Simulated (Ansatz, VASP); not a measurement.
This is a calculation of GaB for Ansatz 0.2.0.

input.yaml

```yaml
crystal:
  lattice:
    - [2.6815025236, 0.0, 0.0]
    - [0.0, 2.6815025236, 0.0]
    - [0.0, 0.0, 3.1924720708]
  atoms:
    - { symbol: Ga, position: [0.5, 0.5, 0.5] }
    - { symbol: B, position: [0.0, 0.0, 0.0] }
hamiltonian:
  xc: pbe
  pseudopotentials: { kind: paw }
kpoints:
  mp_grid: { grid: [10, 10, 8] }
scf:
  occupations: { method: fermi_dirac, width: 0.05 }
output:
  forces: true
  stress: true
  eigenvalues: true
```

Potentials or basis: Ansatz PAW.

Launch:

```sh
$ ansatz run input.yaml --threads 1 --pin off --max-ram 3584MiB --backend cpu --events-out ev --progress --plain --runs-dir out
```

Task: Translate it to VASP 6.6.1. Potentials there: VASP PAW PBE potentials, release 64 (Ga_d, B).

Result: As run (the cutoff follows the program's own potentials):

File INCAR:

```
ALGO = Normal
EDIFF = 1E-7
ENCUT = 520
GGA = PE
ISIF = 2
ISMEAR = -1
LASPH = True
LCHARG = False
LREAL = False
LWAVE = False
NBANDS = 15
NELM = 100
PREC = Accurate
SIGMA = 0.05
```

File KPOINTS:

```
k-points
0
Gamma
  10 10 8
```

The input POSCAR:

```
GaB
1.0
    2.6815025236      0.0000000000      0.0000000000
    0.0000000000      2.6815025236      0.0000000000
    0.0000000000      0.0000000000      3.1924720708
Ga B
1 1
Direct
    0.5000000000      0.5000000000      0.5000000000
    0.0000000000      0.0000000000      0.0000000000
```

Potentials or basis: VASP PAW PBE potentials, release 64 (Ga_d, B).

Run with:

```bash
$ cat potpaw_PBE.64/Ga_d/POTCAR potpaw_PBE.64/B/POTCAR > POTCAR
$ mpirun -np 1 vasp_std > vasp.out
```

Both were run:

|  | VASP | Ansatz | Ansatz less VASP |
| --- | --- | --- | --- |
| gap on the k mesh at the Fermi level (eV) | none | none | - |
| pressure (GPa) | 4.7 | 4.4 | -0.25 |
| largest component of the traceless stress (GPa) | 0.13 | 0.13 | +0.003 |

A gap of «none» marks a metal or a gap that the smearing closes. With one functional, cell and mesh, what is left measures potentials, basis and numerics.
